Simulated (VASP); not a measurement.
Se (trig): the lattice constant a from VASP (plane waves, PAW) at several levels of theory. Static lattice.  The measured value holds thermal and zero-point effects that the static calculation lacks.

| level | lattice constant a (Å) | error against measurement |
|---|---|---|
| optB88-vdW | 4.203 | -3.7 % |
| SCAN | 4.430 | +1.5 % |
| r2SCAN | 4.508 | +3.3 % |
| r2SCAN+rVV10 | 4.304 | -1.4 % |

Measured: 4.365 Å at 293 K (as given by Wikipedia, Selenium (infobox)).

The cell of the optB88-vdW run:

```
CELL_PARAMETERS angstrom
      2.10162    -3.64012     0.00000
      2.10162     3.64012     0.00000
      0.00000     0.00000     5.16640
ATOMIC_POSITIONS crystal
  Se 0.00000 0.24099 0.66667
  Se 0.75901 0.75901 0.00000
  Se 0.24099 0.00000 0.33333
```

Only levels that ran to the end are used. Left out are those held back, those with too coarse a band path, GW runs whose mesh misses a band edge, hybrids' fits of cells that aren't cubic and levels without matching references; a question may draw on a part of the rest.

The compound is Se in the trig structure.
